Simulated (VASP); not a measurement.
# GdN (Fm-3m) in VASP: notebook

Runs on GdN. Level: PBE. Tasks: single point.

Program: VASP 6.6.1. These are calculated values, not measurements. Logs are shortened: lines on timing, memory, paths and dates and some standing lists are left out, and cuts for length are marked.

## Step 1: Starting point

The structure is cubic, space group Fm-3m (No. 225). Conventional cell: a = 4.984 Å, b = 4.984 Å, c = 4.984 Å, α = 90.00°, β = 90.00°, γ = 90.00°. Gd (site symmetry m-3m) is surrounded by 6 N at 2.49 Å. N (site symmetry m-3m) is surrounded by 6 Gd at 2.49 Å.

## Step 2: Single point, PBE, non-collinear spin, ferromagnetic start, spin-orbit coupling

Input file INCAR:

```
  PREC = Accurate
  ENCUT = 520
  EDIFF = 1E-7
  ISMEAR = 0
  SIGMA = 0.03
  LREAL = F
  LASPH = T
  NELM = 150
  ALGO = Normal
  ISIF = 2
  LWAVE = F
  LCHARG = F
  MAGMOM = 0 0 7 0 0 0
  LORBIT = 11
  LSORBIT = T
  GGA_COMPAT = F
  LORBMOM = T
  LMAXMIX = 6
  GGA = PE
  AMIX = 0.2
  BMIX = 1E-4
  AMIX_MAG = 0.8
  BMIX_MAG = 1E-4
  SAXIS = 0.577350 0.577350 0.577350
  ISYM = 0
  KPAR = 4
```

Input file KPOINTS:

```
Automatic mesh
0
Gamma
  14 14 14
```

Input file POSCAR:

```
GdN                                     
1.0
   -0.0000000000      2.4919730627      2.4919730627
    2.4919730627      0.0000000000      2.4919730627
    2.4919730627      2.4919730627      0.0000000000
  Gd              N             
     1     1
Direct
     0.0000000000000000    0.0000000000000000    0.0000000000000000
     0.5000000000000000    0.5000000000000000    0.5000000000000000
```

Potentials or basis: VASP PAW PBE potentials, release 64 (Gd, N).

Launch:

```
$ cat potpaw_PBE.64/Gd/POTCAR potpaw_PBE.64/N/POTCAR > POTCAR
$ mpirun -np 4 vasp_ncl > vasp.out
```

OUTCAR:

```text
PREC = Accurate
   ENCUT = 520
   EDIFF = 1E-7
   ISMEAR = 0
   LREAL = F
   LASPH = T
   NELM = 150
   ISIF = 2
   LORBIT = 11
   LSORBIT = T
   GGA = PE
   AMIX = 0.2
   AMIX_MAG = 0.8
   ISYM = 0

 ion  position               nearest neighbor table
   1  0.000  0.000  0.000-   2 2.49   2 2.49   2 2.49   2 2.49   2 2.49   2 2.49
   2  0.500  0.500  0.500-   1 2.49   1 2.49   1 2.49   1 2.49   1 2.49   1 2.49

IMPORTANT INFORMATION: All symmetrisations will be switched off!
NOSYMM: (Re-)initialisation of all symmetry stuff for point group C_1.

----------------------------------------------------------------------------------------

                                     Primitive cell

  volume of cell :      30.9500

  direct lattice vectors                    reciprocal lattice vectors
     0.000000000  2.491973063  2.491973063    -0.200644223  0.200644223  0.200644223
     2.491973063  0.000000000  2.491973063     0.200644223 -0.200644223  0.200644223
     2.491973063  2.491973063  0.000000000     0.200644223  0.200644223 -0.200644223

  length of vectors
     3.524182102  3.524182102  3.524182102     0.347525989  0.347525989  0.347525989

  position of ions in fractional coordinates (direct lattice)
     0.000000000  0.000000000  0.000000000
     0.500000000  0.500000000  0.500000000

  ion indices of the primitive-cell ions
   primitive index   ion index
                 1           1
                 2           2

----------------------------------------------------------------------------------------

 KPOINTS: Automatic mesh

Automatic generation of k-mesh.
 Grid dimensions read from file:
 generate k-points for:   14   14   14

 Generating k-lattice:

  Cartesian coordinates                     Fractional coordinates (reciprocal lattice)
    -0.014331730  0.014331730  0.014331730     0.071428571  0.000000000  0.000000000
     0.014331730 -0.014331730  0.014331730     0.000000000  0.071428571  0.000000000
     0.014331730  0.014331730 -0.014331730     0.000000000  0.000000000  0.071428571

[... 1051 lines left out ...]
      0.00000      0.00000      0.00000        -0.000001     -0.000001     -0.000001
      2.49197      2.49197      2.49197         0.000001      0.000001      0.000001
 -----------------------------------------------------------------------------------
    total drift:                               -0.000001     -0.000002      0.000002

  FREE ENERGIE OF THE ION-ELECTRON SYSTEM (eV)
  ---------------------------------------------------
  free  energy   TOTEN  =       -23.8284513457 eV

  energy  without entropy=      -23.8284334152  energy(sigma->0) =      -23.82844238

 orbital moment (x)

 # of ion     p       d       f       tot
 ------------------------------------------------
  1        -0.006  -0.003   0.016   0.007
  2         0.001   0.000   0.000   0.001
 ------------------------------------------------
           -0.006  -0.003   0.016   0.007

 orbital moment (y)

 # of ion     p       d       f       tot
 ------------------------------------------------
  1        -0.006  -0.003   0.016   0.007
  2         0.001   0.000   0.000   0.001
 ------------------------------------------------
           -0.006  -0.003   0.016   0.007

 orbital moment (z)

 # of ion     p       d       f       tot
 ------------------------------------------------
  1        -0.006  -0.003   0.016   0.007
  2         0.001   0.000   0.000   0.001
 ------------------------------------------------
           -0.006  -0.003   0.016   0.007

 Spin-Orbit-Coupling matrix elements

 Ion:    1  E_soc:     -1.2220429
 l=   1
     0.0000000    -0.1601611    -0.1601611
    -0.1601611     0.0000000    -0.1601612
    -0.1601611    -0.1601612     0.0000000
 l=   2
     0.0000000    -0.0002507     0.0000000    -0.0002507    -0.0013093
    -0.0002507     0.0000000    -0.0009819    -0.0002507    -0.0003273
     0.0000000    -0.0009819     0.0000000    -0.0009819     0.0000000
    -0.0002507    -0.0002507    -0.0009819     0.0000000    -0.0003273
    -0.0013093    -0.0003273     0.0000000    -0.0003273     0.0000000
 l=   3
     0.0000000    -0.0044791     0.0000000     0.0000000     0.0000000    -0.0044723    -0.0270580
    -0.0044791     0.0000000    -0.0074650     0.0000000    -0.0074648    -0.0119700    -0.0044791
     0.0000000    -0.0074650     0.0000000    -0.0179787    -0.0029840    -0.0075279     0.0000000
     0.0000000     0.0000000    -0.0179787     0.0000000    -0.0179790     0.0000000     0.0000000
     0.0000000    -0.0074648    -0.0029840    -0.0179790     0.0000000    -0.0075280     0.0000000
    -0.0044723    -0.0119700    -0.0075279     0.0000000    -0.0075280     0.0000000    -0.0044724
    -0.0270580    -0.0044791     0.0000000     0.0000000     0.0000000    -0.0044724     0.0000000

 Ion:    2  E_soc:     -0.0003637
 l=   1
     0.0000000    -0.0000606    -0.0000606
    -0.0000606     0.0000000    -0.0000606
    -0.0000606    -0.0000606     0.0000000
 l=   2
     0.0000000     0.0000000     0.0000000     0.0000000     0.0000000
     0.0000000     0.0000000     0.0000000     0.0000000     0.0000000
     0.0000000     0.0000000     0.0000000     0.0000000     0.0000000
     0.0000000     0.0000000     0.0000000     0.0000000     0.0000000
     0.0000000     0.0000000     0.0000000     0.0000000     0.0000000
 l=   3
     0.0000000     0.0000000     0.0000000     0.0000000     0.0000000     0.0000000     0.0000000
     0.0000000     0.0000000     0.0000000     0.0000000     0.0000000     0.0000000     0.0000000
     0.0000000     0.0000000     0.0000000     0.0000000     0.0000000     0.0000000     0.0000000
     0.0000000     0.0000000     0.0000000     0.0000000     0.0000000     0.0000000     0.0000000
     0.0000000     0.0000000     0.0000000     0.0000000     0.0000000     0.0000000     0.0000000
     0.0000000     0.0000000     0.0000000     0.0000000     0.0000000     0.0000000     0.0000000
     0.0000000     0.0000000     0.0000000     0.0000000     0.0000000     0.0000000     0.0000000

 total charge

# of ion       s       p       d       f       tot
--------------------------------------------------
    1        2.034   5.684   0.534   6.999  15.251
    2        1.250   2.383   0.000   0.000   3.633
--------------------------------------------------
tot          3.284   8.067   0.534   6.999  18.884

 magnetization (x)

# of ion       s       p       d       f       tot
--------------------------------------------------
    1       -0.000  -0.000   0.000   0.008   0.008
    2       -0.000  -0.000   0.000   0.000  -0.000
--------------------------------------------------
tot         -0.000  -0.000   0.000   0.008   0.007

 magnetization (y)

# of ion       s       p       d       f       tot
--------------------------------------------------
    1       -0.000   0.000   0.000  -0.000  -0.000
    2        0.000   0.000   0.000   0.000   0.000
--------------------------------------------------
tot          0.000   0.000   0.000  -0.000  -0.000

 magnetization (z)

# of ion       s       p       d       f       tot
--------------------------------------------------
    1       -0.005  -0.076   0.084   6.762   6.765
    2       -0.007  -0.079   0.000   0.000  -0.085
--------------------------------------------------
tot         -0.012  -0.155   0.084   6.762   6.679
```

It took 66 min on 4 MPI ranks of Intel Xeon 6975P-C (Granite Rapids), shared host; peak memory 4.2 GiB.

What came out:

```
Free energy                                           : -23.8285 eV
Pressure                                              : 0.0 GPa
Net moment                                            : 6.96 μB per cell
Valence electrons inside the program's atomic spheres : Gd 15.25; N 3.63
```

Moments on the atoms (μB; x, y, z):
```
Gd   0.01  0.00  6.76
N    0.00  0.00 -0.09
```

Caveat: a cell with one magnetic atom can't hold antiferromagnetic order, which such compounds often take. The state reached can hang on the start; a lower one may exist.

## Step 3: Single point, PBE, non-collinear spin, ferromagnetic start, spin-orbit coupling

INCAR, as its differences from that of step 2:

```diff
@@ -23,3 +23,3 @@
   BMIX_MAG = 1E-4
-  SAXIS = 0.577350 0.577350 0.577350
+  SAXIS = 0.707107 0.707107 0.000000
   ISYM = 0
```

KPOINTS is that of step 2.

POSCAR is that of step 2.

Potentials or basis: VASP PAW PBE potentials, release 64 (Gd, N).

Launch:

```
$ cat potpaw_PBE.64/Gd/POTCAR potpaw_PBE.64/N/POTCAR > POTCAR
$ mpirun -np 4 vasp_ncl > vasp.out
```

Wall time 57 min (4 MPI ranks of Intel Xeon 6975P-C (Granite Rapids), shared host); peak memory 4.2 GiB.

Results (log left out):

```
Free energy                                           : -23.8285 eV
Pressure                                              : 0.0 GPa
Net moment                                            : 6.96 μB per cell
Valence electrons inside the program's atomic spheres : Gd 15.25; N 3.63
```

Moments on the atoms (μB; x, y, z):
```
Gd   0.01  0.00  6.76
N    0.00  0.00 -0.09
```

Caveat: a cell with one magnetic atom can't hold antiferromagnetic order, which such compounds often take.
